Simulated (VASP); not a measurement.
Pt: band structure with LDA

The system is Pt.

```
Pt
1.0
     0.00000    1.95794    1.95794
     1.95794    0.00000    1.95794
     1.95794    1.95794    0.00000
Pt
1
Direct
  0.00000 0.00000 0.00000
```

```
Program                : VASP 6.6.1
Task                   : band structure
Functional             : LDA
Potentials or basis    : VASP PAW LDA potentials, release 64 (Pt)
Cutoff                 : 520 eV
k mesh                 : 16 × 16 × 16
Occupations            : methfessel-paxton, width 0.1 eV
Spin                   : no spin polarisation
Further INCAR settings : ALGO = Normal; EDIFF = 1e-06; NBANDS = 11
```

```yaml
Pressure: -4.4 GPa
Band_gap_along_the_path: none (metal or under the smearing width)
```

Levels at the corners of the path, in eV from the Fermi level:
```tsv
point	band 1	band 2	band 3	band 4	band 5	band 6	band 7	band 8	band 9	band 10
Γ	-10.27	-3.83	-3.83	-3.83	-1.62	-1.62	14.64	19.58	19.58	19.58
X	-7.12	-6.68	0.05	0.52	0.52	1.78	8.94	11.38	11.38	20.29
X	-7.12	-6.68	0.05	0.52	0.52	1.78	8.94	11.38	11.38	20.29
W	-5.69	-4.59	-4.59	-2.00	0.52	7.14	8.31	8.31	12.15	24.59
W	-5.69	-4.59	-4.59	-2.00	0.52	7.14	8.31	8.31	12.15	24.59
K	-6.31	-5.51	-2.88	-1.30	-0.16	5.74	6.77	10.19	14.70	20.13
K	-6.31	-5.51	-2.88	-1.30	-0.16	5.74	6.77	10.19	14.70	20.13
Γ	-10.27	-3.83	-3.83	-3.83	-1.62	-1.62	14.64	19.58	19.58	19.58
Γ	-10.27	-3.83	-3.83	-3.83	-1.62	-1.62	14.64	19.58	19.58	19.58
L	-7.39	-3.88	-3.88	-0.47	0.07	0.07	5.89	14.21	18.95	18.95
L	-7.39	-3.88	-3.88	-0.47	0.07	0.07	5.89	14.21	18.95	18.95
U	-6.31	-5.51	-2.88	-1.30	-0.16	5.74	6.77	10.19	14.70	20.13
U	-6.31	-5.51	-2.88	-1.30	-0.16	5.74	6.77	10.19	14.70	20.13
W	-5.69	-4.59	-4.59	-2.00	0.52	7.14	8.31	8.31	12.15	24.59
W	-5.69	-4.59	-4.59	-2.00	0.52	7.14	8.31	8.31	12.15	24.59
L	-7.39	-3.88	-3.88	-0.47	0.07	0.07	5.89	14.21	18.95	18.95
L	-7.39	-3.88	-3.88	-0.47	0.07	0.07	5.89	14.21	18.95	18.95
K	-6.31	-5.51	-2.88	-1.30	-0.16	5.74	6.77	10.19	14.70	20.13
U	-6.31	-5.51	-2.88	-1.30	-0.16	5.74	6.77	10.19	14.70	20.13
X	-7.12	-6.68	0.05	0.52	0.52	1.78	8.94	11.38	11.38	20.29
```

It took 17 s on 4 MPI ranks on Intel(R) Xeon(R) Platinum 8488C (Sapphire Rapids), on a shared host, peak memory 0.14 GiB a rank.

Caveat: spin-orbit coupling is left out, which moves the levels of the heavy elements.
